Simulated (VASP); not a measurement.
Output of a VASP run:

OSZICAR:
```
       N       E                     dE             d eps       ncg     rms          rms(c)
DAV:   1     0.428149333131E+02    0.42815E+02   -0.84198E+03  1368   0.125E+03
DAV:   2    -0.428043870378E+02   -0.85619E+02   -0.78002E+02  2008   0.233E+02
DAV:   3    -0.464066479962E+02   -0.36023E+01   -0.35750E+01  1740   0.478E+01
DAV:   4    -0.464507367277E+02   -0.44089E-01   -0.43993E-01  1696   0.606E+00
DAV:   5    -0.464516650934E+02   -0.92837E-03   -0.92779E-03  1736   0.842E-01    0.859E+00
DAV:   6    -0.420730174828E+02    0.43786E+01   -0.22963E+00  1584   0.121E+01    0.604E+00
DAV:   7    -0.384179890106E+02    0.36550E+01   -0.61497E-01  1552   0.929E+00    0.123E+00
DAV:   8    -0.406104854661E+02   -0.21925E+01   -0.14590E+00  1468   0.117E+01    0.129E+00
DAV:   9    -0.406714102449E+02   -0.60925E-01   -0.19603E-01  1524   0.650E+00    0.699E-01
DAV:  10    -0.402781221331E+02    0.39329E+00   -0.93614E-02  1428   0.317E+00    0.477E-01
DAV:  11    -0.403328038506E+02   -0.54682E-01   -0.13791E-01  1408   0.570E+00    0.102E-01
DAV:  12    -0.402500692856E+02    0.82735E-01   -0.60394E-02  1376   0.299E+00    0.172E-01
DAV:  13    -0.403606370106E+02   -0.11057E+00   -0.70645E-02  1368   0.368E+00    0.927E-02
DAV:  14    -0.403640930463E+02   -0.34560E-02   -0.22084E-03  1660   0.640E-01    0.109E-01
DAV:  15    -0.403590342765E+02    0.50588E-02   -0.94026E-04  1460   0.431E-01    0.645E-02
DAV:  16    -0.403697452744E+02   -0.10711E-01   -0.62184E-03  1368   0.128E+00    0.584E-02
DAV:  17    -0.403696633736E+02    0.81901E-04   -0.18230E-04  1576   0.188E-01    0.548E-02
DAV:  18    -0.403695924729E+02    0.70901E-04   -0.42607E-06  1688   0.282E-02    0.570E-02
DAV:  19    -0.403696147116E+02   -0.22239E-04   -0.36898E-05  1544   0.733E-02    0.457E-02
DAV:  20    -0.403696027920E+02    0.11920E-04   -0.29901E-06  1620   0.223E-02    0.448E-02
DAV:  21    -0.403696517591E+02   -0.48967E-04   -0.26025E-05  1544   0.521E-02    0.346E-02
DAV:  22    -0.403697217758E+02   -0.70017E-04   -0.17314E-04  1532   0.136E-01    0.155E-02
DAV:  23    -0.403697462750E+02   -0.24499E-04   -0.21647E-05  1868   0.474E-02    0.142E-02
DAV:  24    -0.403697406937E+02    0.55813E-05   -0.76921E-06  1560   0.360E-02    0.910E-03
DAV:  25    -0.403697517228E+02   -0.11029E-04   -0.36550E-06  1508   0.214E-02    0.344E-03
DAV:  26    -0.403697527375E+02   -0.10147E-05   -0.33678E-06  1616   0.175E-02    0.151E-03
DAV:  27    -0.403697527896E+02   -0.52096E-07   -0.16570E-07  1104   0.591E-03
   1 F= -.40369753E+02 E0= -.40369753E+02  d E =0.000000E+00
       N       E                     dE             ncg
```

**OUTCAR**
```
------------------------ aborting loop because EDIFF is reached ----------------------------------------
  FORCE on cell =-STRESS in cart. coord.  units (eV):
  Direction    XX          YY          ZZ          XY          YZ          ZX
  --------------------------------------------------------------------------------------
  Total        0.0365961      0.0365961      0.0022040      0.0000000      0.0000000      0.0000000
  in kB        1.6307244      1.6307237      0.0982085      0.0000000      0.0000000      0.0000000
  external PRESSURE =       1.1198855 kB  Pullay stress =       0.0000000 kB
  volume of cell :       35.96
      direct lattice vectors                 reciprocal lattice vectors
     1.226495569 -2.124352152  0.000000000     0.407665558 -0.235365874  0.000000000
     1.226495569  2.124352152  0.000000000     0.407665558  0.235365874  0.000000000
     0.000000000  0.000000000  6.899886671     0.000000000  0.000000000  0.144929917
 POSITION                                       TOTAL-FORCE (eV/Angst)
 -----------------------------------------------------------------------------------
      0.00000      0.00000      1.72497        -0.000000      0.000000      0.000000
      0.00000      0.00000      5.17492         0.000000     -0.000000      0.000000
      1.22650      0.70812      1.72497         0.000000     -0.000000     -0.000000
      1.22650     -0.70812      5.17492         0.000000      0.000000     -0.000000
 -----------------------------------------------------------------------------------
    total drift:                               -0.000000     -0.000000      0.000000
  FREE ENERGIE OF THE ION-ELECTRON SYSTEM (eV)
  ---------------------------------------------------
  free  energy   TOTEN  =       -40.3697527896 eV

  energy  without entropy=      -40.3697527896  energy(sigma->0) =      -40.36975279

 total charge

# of ion       s       p       d       tot
------------------------------------------
    1        0.877   1.790   0.000   2.667
    2        0.877   1.790   0.000   2.667
    3        0.876   1.796   0.000   2.672
    4        0.876   1.796   0.000   2.672
--------------------------------------------------
tot          3.507   7.172   0.000  10.678
```
(Selected blocks of OUTCAR.)

**POSCAR**
```
C
1
    1.2264955692    -2.1243521520     0.0000000000
    1.2264955692     2.1243521520     0.0000000000
    0.0000000000     0.0000000000     6.8998866708
C
4
Direct
  0.0000000000   0.0000000000   0.2500000000
  0.0000000000   0.0000000000   0.7500000000
  0.3333330000   0.6666670000   0.2500000000
  0.6666670000   0.3333330000   0.7500000000
```

Problem. Write an INCAR and KPOINTS that could have produced this output.

Solution. This is not unique; one that fits is the input of the run itself, SCAN meta-GGA, plane waves, VASP's PBE PAW potentials (set 64).

### KPOINTS
```
Automatic mesh
0
Gamma
 12 12 4
0 0 0
```

### KPOINTS_OPT
```
k-points along high-symmetry lines
6
Line-mode
Reciprocal
  0.000000   0.000000   0.000000 ! GAMMA
  0.000000   0.500000   0.000000 ! M

  0.000000   0.500000   0.000000 ! M
 -0.333333   0.666667   0.000000 ! K

 -0.333333   0.666667   0.000000 ! K
  0.000000   0.000000   0.000000 ! GAMMA

  0.000000   0.000000   0.000000 ! GAMMA
  0.000000   0.000000   0.500000 ! A

  0.000000   0.000000   0.500000 ! A
  0.000000   0.500000   0.500000 ! L

  0.000000   0.500000   0.500000 ! L
 -0.333333   0.666667   0.500000 ! H

 -0.333333   0.666667   0.500000 ! H
  0.000000   0.000000   0.500000 ! A

  0.000000   0.500000   0.500000 ! L
  0.000000   0.500000   0.000000 ! M

 -0.333333   0.666667   0.500000 ! H
 -0.333333   0.666667   0.000000 ! K
```

INCAR:
```
ALGO = Normal
EDIFF = 1E-7
ENCUT = 520
ISIF = 2
ISMEAR = -5
LASPH = .TRUE.
LCHARG = .FALSE.
LEFG = .TRUE.
LMIXTAU = .TRUE.
LORBIT = 11
LREAL = .FALSE.
LWAVE = .FALSE.
METAGGA = SCAN
NEDOS = 601
NELM = 100
PREC = Accurate
SYSTEM = C
```

POTCAR, in this order: C (PBE.64 set). Program: vasp_std.

For a metal the tetrahedron method with Blöchl corrections gives inexact stress and forces.

The compound is C in the graphite structure. It was relaxed first.
